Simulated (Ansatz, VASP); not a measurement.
**Two plane-wave programs on SrAlO**

```
Sr Al O
1.0
     3.65237    0.00000    0.00000
    -1.82618    3.16304    0.00000
     0.00000    0.00000    5.25059
Sr Al O
1 1 1
Direct
  0.66667 0.33333 0.00000
  0.33333 0.66667 0.50000
  0.00000 0.00000 0.50000
```

Change from the starting cell: species swapped into the GdAlGa type (P-6m2, No. 187).

Alike in both runs: functional PBE; k mesh 12 × 12 × 10; occupations gaussian, width 0.1 eV; no spin polarisation.

Ansatz relaxed the structure, and its values are those at the end. VASP's run is a single point on that final structure, the one shown.

|  | VASP | Ansatz |
| --- | --- | --- |
| version | VASP 6.6.1 | Ansatz 0.2.0 |
| potentials or method | VASP PAW PBE potentials, release 64 (Sr_sv, Al, O) | scalar-relativistic, plane waves, PAW |
| plane-wave cutoff (eV) | 520 | 420 |
| valence electrons in the cell | 19 | 19 |

|  | VASP | Ansatz | Ansatz less VASP |
| --- | --- | --- | --- |
| gap on the k mesh at the Fermi level (eV) | none | none | - |
| pressure (GPa) | 0.0 | 0.0 | -0.03 |

A gap of «none» marks a metal or a gap that the smearing closes. With one functional, cell and mesh, what is left measures potentials, basis and numerics.

Caveats: an odd number of electrons without spin polarisation forces a metal; a magnetic or distorted state may lie lower.
